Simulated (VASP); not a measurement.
Energy against volume of BP (zinc blende). Calculation: MS2 meta-GGA, VASP's PBE PAW potentials (set 64) (plane waves; VASP). Settings: 520 eV cut-off, 10×10×10 Γ-centred mesh, Gaussian smearing of 0.050 eV, potentials B P.

```tsv
V (Å³/atom)	E (eV/atom)
10.859	-9.54628
11.206	-9.56572
11.552	-9.57193
11.899	-9.56665
```

Q: Fit these four points and predict the energy of the run at 12.245 Å³/atom.

A: A cubic in V^(−2/3), the third-order Birch-Murnaghan form, passes through the four points with V0 = 11.56 Å³/atom and B0 = 177 GPa, and gives -9.5514 eV/atom there. The run gave -9.5514 eV/atom, -0.1 meV/atom from the fit; all five points give B0 = 176 GPa.

The compound is BP in the zinc blende structure. It was relaxed first.
